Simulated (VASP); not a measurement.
# KSb5 (P6/mmm) in VASP: single point with PBE

Aim: the single point of KSb5 with PBE.

Everything below comes from runs of VASP 6.6.1. Logs are shortened: lines on timing, memory, paths and dates and some standing lists are left out, and cuts for length are marked.

**1. The cell of the first run**

Symmetry: P6/mmm, No. 191, hexagonal system. The conventional cell has a = 6.424 Å, b = 6.424 Å, c = 9.572 Å, α = 90.00°, β = 90.00°, γ = 120.00°. K (site symmetry 6/mmm) has 8 Sb at 3.21 to 3.53 Å as nearest neighbours. Sb (site symmetry mmm) has 2 K at 3.21 Å and 4 Sb at 3.21 Å as nearest neighbours. Around Sb (site symmetry 6mm) lie 1 Sb at 2.51 Å.

The cell was built by a generator and needn't be a form met in nature.

**2. Single point, PBE (random cell by space group and Wyckoff sites (P6/mmm, No. 191))**

Input file INCAR:

```
SYSTEM = KSb5
  PREC = Accurate
  ENCUT = 520
  EDIFF = 1E-6
  ISMEAR = 0
  SIGMA = 0.1
  LREAL = .False.
  LASPH = .True.
  NELM = 100
  ALGO = Fast
  ISIF = 2
  LWAVE = .False.
  LCHARG = .False.
  GGA = PE
  NBANDS = 26
```

Input file KPOINTS:

```
regular mesh
0
Gamma
  9 9 4
  0 0 0
```

Input file POSCAR:

```
KSb5
1.0
    6.4238663952      0.0000000000      0.0000000000
   -3.2119331976      5.5632314888      0.0000000000
    0.0000000000      0.0000000000      9.5724200434
K Sb
1 5
Direct
    0.0000000000      0.0000000000      0.0000000000
    0.5000000000      0.0000000000      0.0000000000
    0.0000000000      0.5000000000      0.0000000000
    0.5000000000      0.5000000000      0.0000000000
    0.0000000000      0.0000000000      0.6309433657
    0.0000000000      0.0000000000      0.3690566343
```

Potentials or basis: VASP PAW PBE potentials, release 64 (K_sv, Sb).

Started as:

```sh
$ cat potpaw_PBE.64/K_sv/POTCAR potpaw_PBE.64/Sb/POTCAR > POTCAR
$ mpirun -np 1 vasp_std > vasp.out
```

OUTCAR:

```text
SYSTEM = KSb5
   PREC = Accurate
   ENCUT = 520
   EDIFF = 1E-6
   ISMEAR = 0
   LREAL = .False.
   LASPH = .True.
   NELM = 100
   ISIF = 2
   GGA = PE

 ion  position               nearest neighbor table
   1  0.000  0.000  0.000-   2 3.21   2 3.21   4 3.21   3 3.21   3 3.21   4 3.21   6 3.53   5 3.53

   2  0.500  0.000  0.000-   1 3.21   1 3.21   4 3.21   4 3.21   3 3.21   3 3.21
   3  0.000  0.500  0.000-   4 3.21   4 3.21   1 3.21   1 3.21   2 3.21   2 3.21
   4  0.500  0.500  0.000-   3 3.21   3 3.21   1 3.21   2 3.21   2 3.21   1 3.21
   5  0.000  0.000  0.631-   6 2.51   1 3.53
   6  0.000  0.000  0.369-   5 2.51   1 3.53

  LATTYP: Found a hexagonal cell.
 ALAT       =     6.4238663952
 C/A-ratio  =     1.4901337379

  Lattice vectors:

 A1 = (   6.4238663952,   0.0000000000,   0.0000000000)
 A2 = (  -3.2119331976,   5.5632314888,   0.0000000000)
 A3 = (   0.0000000000,   0.0000000000,   9.5724200434)

Analysis of symmetry for initial positions (statically):
=====================================================================
 Subroutine PRICEL returns:
 Original cell was already a primitive cell.

 Routine SETGRP: Setting up the symmetry group for a
 hexagonal supercell.

 Subroutine GETGRP returns: Found 24 space group operations
 (whereof 24 operations were pure point group operations)
 out of a pool of 24 trial point group operations.

The static configuration has the point symmetry D_6h.

Analysis of symmetry for dynamics (positions and initial velocities):
=====================================================================
 Subroutine PRICEL returns:
 Original cell was already a primitive cell.

 Routine SETGRP: Setting up the symmetry group for a
 hexagonal supercell.

 Subroutine GETGRP returns: Found 24 space group operations
 (whereof 24 operations were pure point group operations)
 out of a pool of 24 trial point group operations.

The dynamic configuration has the point symmetry D_6h.

 Subroutine INISYM returns: Found 24 space group operations
 (whereof 24 operations are pure point group operations),
 and found     1 'primitive' translations

----------------------------------------------------------------------------------------

                                     Primitive cell

  volume of cell :     342.0939

  direct lattice vectors                    reciprocal lattice vectors
     6.423866395  0.000000000  0.000000000     0.155669489  0.089875821  0.000000000
    -3.211933198  5.563231489  0.000000000     0.000000000  0.179751643  0.000000000
     0.000000000  0.000000000  9.572420043     0.000000000  0.000000000  0.104466791

  length of vectors
     6.423866395  6.423866395  9.572420043     0.179751643  0.179751643  0.104466791

  position of ions in fractional coordinates (direct lattice)
     0.000000000  0.000000000  0.000000000
     0.500000000  0.000000000  0.000000000
     0.000000000  0.500000000  0.000000000
     0.500000000  0.500000000  0.000000000
     0.000000000  0.000000000  0.630943366
     0.000000000  0.000000000  0.369056634

  ion indices of the primitive-cell ions
   primitive index   ion index
                 1           1
                 2           2
                 3           3
                 4           4
                 5           5
                 6           6

----------------------------------------------------------------------------------------

 KPOINTS: regular mesh

Automatic generation of k-mesh.
 Grid dimensions read from file:
 generate k-points for:    9    9    4

 Generating k-lattice:

  Cartesian coordinates                     Fractional coordinates (reciprocal lattice)
     0.017296610  0.009986202  0.000000000     0.111111111 -0.000000000  0.000000000
     0.000000000  0.019972405  0.000000000     0.000000000  0.111111111  0.000000000
     0.000000000  0.000000000  0.026116698     0.000000000  0.000000000  0.250000000

  Length of vectors
     0.019972405  0.019972405  0.026116698

  Shift w.r.t. Gamma in fractional coordinates (k-lattice)
     0.000000000  0.000000000  0.000000000

 Subroutine IBZKPT returns following result:
 ===========================================

 Found     36 irreducible k-points:

 Following reciprocal coordinates:
            Coordinates               Weight
  0.000000  0.000000  0.000000      1.000000
  0.111111  0.000000  0.000000      6.000000
  0.222222  0.000000  0.000000      6.000000
  0.333333 -0.000000  0.000000      6.000000
  0.444444  0.000000  0.000000      6.000000
  0.111111  0.111111  0.000000      6.000000
[... 16 lines left out ...]
  0.333333  0.222222  0.250000     24.000000
  0.333333  0.333333  0.250000      4.000000
 [... further k-points ...]
   k-points           NKPTS =     36   k-points in BZ     NKDIM =     36   number of bands    NBANDS=     26
   number of dos      NEDOS =    301   number of ions     NIONS =      6
   total plane-waves  NPLWV = 165888
   dimension x,y,z NGX =    48 NGY =   48 NGZ =   72
   dimension x,y,z NGXF=    96 NGYF=   96 NGZF=  144
   ions per type =               1   5
   NGX,Y,Z   is equivalent  to a cutoff of  12.42, 12.42, 12.50 a.u.
   NGXF,Y,Z  is equivalent  to a cutoff of  24.84, 24.84, 25.01 a.u.
 SYSTEM =  KSb5
   PREC   = accura    normal or accurate (medium, high low for compatibility)
   ISTART =      0    job   : 0-new  1-cont  2-samecut
   ICHARG =      2    charge: 1-file 2-atom 10-const
   ISPIN  =      1    spin polarized calculation?
   LNONCOLLINEAR =      F non collinear calculations
   LSORBIT =      F    spin-orbit coupling
   LASPH  =      T    aspherical Exc in radial PAW
   ENCUT  =  520.0 eV  38.22 Ry    6.18 a.u.  11.94 11.94 17.80*2*pi/ulx,y,z
   NELM   =    100;   NELMIN=  2; NELMDL= -5     # of ELM steps
   EDIFF  = 0.1E-05   stopping-criterion for ELM
   LREAL  =      F    real-space projection
   EDIFFG = 0.1E-04   stopping-criterion for IOM
   NSW    =      0    number of steps for IOM
   IBRION =     -1    ionic relax: 0-MD 1-quasi-New 2-CG
   NFREE  =      0    steps in history (QN), initial steepest desc. (CG)
   ISIF   =      2    stress and relaxation
   ISYM   =      2    0-nonsym 1-usesym 2-fastsym
   POTIM  = 0.5000    time-step for ionic-motion
   TEBEG  =    0.0;   TEEND  =   0.0 temperature during run
   PSTRESS=    0.0 pullay stress
   NELECT =      34.0000    total number of electrons
   NUPDOWN=      -1.0000    fix difference up-down
   EMIN   =  10.00;   EMAX   =-10.00  energy-range for DOS
   EFERMI =   0.00;   METHOD = LEGACY
   ISMEAR =     0;   SIGMA  =   0.10  broadening in eV -4-tet -1-fermi 0-gaus
   EFERMI_NEDOS =   21; number of points for ismear=-14 and -15
   IALGO  =     68    algorithm
   IMIX   =      4    mixing-type and parameters
     AMIX     =   0.40;   BMIX     =  1.00
     AMIX_MAG =   1.60;   BMIX_MAG =  1.00
  volume/ion in A,a.u.               =      57.02       384.76
  Fermi-wavevector in a.u.,A,eV,Ry     =   0.758320  1.433018  7.824026  0.575050
  Thomas-Fermi vector in A             =   1.856865
   LORBIT       =      0    0 simple, 1 ext, 2 COOP (PROOUT), +10 PAW based schemes
   GGA     = PE    functional components
   LHFCALC =     F    Hartree Fock is set to
   AEXX    =    0.0000 exact exchange contribution
   IVDW    =     0    specifies the selected vdW correction
   LEPSILON=     F    determine dielectric tensor
   LRPA    =     F    only Hartree local field effects (RPA)
 non-spin polarized calculation
 RMM-DIIS sequential band-by-band and
 Gauss-broadening in eV      SIGMA  =   0.10
  energy-cutoff  :      520.00
  volume of cell :      342.09
 maximum number of plane-waves:      9252
 NGX is ok and might be reduce to    48
   NGX = 23   NGY = 23   NGZ = 35

 number of electron      34.0000000 magnetization

 Free energy of the ion-electron system (eV)
  ---------------------------------------------------
  ext. energy  EPLUGINS =         0.00000000
  ---------------------------------------------------
  free energy    TOTEN  =       -18.27019582 eV

  energy without entropy =      -18.24543415  energy(sigma->0) =      -18.25781498

 E-fermi :   0.9885     XC(G=0):  -6.3490

 val. band max:        0.9854188099   @ k =   0.2222   0.0000   0.5000
 cond. band min:       1.0002017758   @ k =   0.1111   0.1111   0.2500
 fundamental gap:      0.0147829659
 Fermi energy:         0.9884622898

 k-point     1 :       0.0000    0.0000    0.0000
  band No.  band energies     occupation
      1     -29.2391      2.00000
      2     -12.9199      2.00000
      3     -12.9199      2.00000
      4     -12.7974      2.00000
      5      -9.6466      2.00000
      6      -9.1741      2.00000
[... 18 lines left out ...]
     25       5.6373      0.00000
     26       5.6504      0.00000

 k-point     2 :       0.1111    0.0000    0.0000
  band No.  band energies     occupation
      1     -29.2391      2.00000
      2     -12.9270      2.00000
      3     -12.9213      2.00000
      4     -12.7972      2.00000
      5      -9.5856      2.00000
      6      -9.1719      2.00000
[... 18 lines left out ...]
     25       5.4020      0.00000
     26       5.6269      0.00000

 k-point     3 :       0.2222    0.0000    0.0000
  band No.  band energies     occupation
      1     -29.2391      2.00000
      2     -12.9445      2.00000
      3     -12.9248      2.00000
      4     -12.7968      2.00000
      5      -9.4138      2.00000
      6      -9.1626      2.00000
[... 572 lines left out ...]
 k-point    23 :       0.3333    0.2222    0.2500
  band No.  band energies     occupation
      1     -29.2392      2.00000
      2     -12.9680      2.00000
      3     -12.9457      2.00000
      4     -12.7961      2.00000
      5      -9.1770      2.00000
      6      -8.6814      2.00000
[... 18 lines left out ...]
     25       5.6479      0.00000
     26       5.8980      0.00000

 k-point    24 :       0.3333    0.3333    0.2500
  band No.  band energies     occupation
      1     -29.2392      2.00000
      2     -12.9587      2.00000
      3     -12.9587      2.00000
      4     -12.7960      2.00000
      5      -9.1759      2.00000
      6      -8.4260      2.00000
[... 18 lines left out ...]
     25       5.8981      0.00000
     26       6.1320      0.00000

 [... further k-points ...]

------------------------ aborting loop because EDIFF is reached ----------------------------------------

  FORCE on cell =-STRESS in cart. coord.  units (eV):
  Direction    XX          YY          ZZ          XY          YZ          ZX
  --------------------------------------------------------------------------------------
  -------------------------------------------------------------------------------------
  Total        0.0037276      0.0037276      0.1161113      0.0000000     -0.0000000      0.0000000
  in kB        0.0174579      0.0174579      0.5438006      0.0000000     -0.0000000      0.0000000
  external PRESSURE =       0.1929054 kB  Pullay stress =       0.0000000 kB

 VOLUME and BASIS-vectors are now :
 -----------------------------------------------------------------------------
  energy-cutoff  :      520.00
  volume of cell :      342.09
      direct lattice vectors                 reciprocal lattice vectors
     6.423866395  0.000000000  0.000000000     0.155669489  0.089875821  0.000000000
    -3.211933198  5.563231489  0.000000000     0.000000000  0.179751643  0.000000000
     0.000000000  0.000000000  9.572420043     0.000000000  0.000000000  0.104466791

 POSITION                                       TOTAL-FORCE (eV/Angst)
 -----------------------------------------------------------------------------------
      0.00000      0.00000      0.00000         0.000000     -0.000000      0.000000
      3.21193      0.00000      0.00000         0.000000     -0.000000      0.000000
     -1.60597      2.78162      0.00000         0.000000     -0.000000      0.000000
      1.60597      2.78162      0.00000         0.000000     -0.000000      0.000000
      0.00000      0.00000      6.03965        -0.000000     -0.000000      0.049919
      0.00000      0.00000      3.53277         0.000000      0.000000     -0.049919
 -----------------------------------------------------------------------------------
    total drift:                                0.000000      0.000000      0.000000

  FREE ENERGIE OF THE ION-ELECTRON SYSTEM (eV)
  ---------------------------------------------------
  free  energy   TOTEN  =       -18.2701958186 eV

  energy  without entropy=      -18.2454341487  energy(sigma->0) =      -18.25781498
```

Run time: 5.8 min. Hardware: 1 thread of Intel Xeon Platinum 8488C (Sapphire Rapids), shared host; peak memory 0.57 GiB.

Results:

```yaml
Free_energy: -18.2702 eV
Pressure: 0.0 GPa
Largest_force: 0.050 eV/Å
Band_gap_on_the_k_mesh: none (metal or under the smearing width)
```

Forces on the atoms (eV/Å):
```
K    0.000  0.000  0.000
Sb   0.000  0.000  0.000
Sb   0.000  0.000  0.000
Sb   0.000  0.000  0.000
Sb   0.000  0.000  0.050
Sb   0.000  0.000 -0.050
```

The run has no spin-orbit coupling, so splittings on Sb are missing.
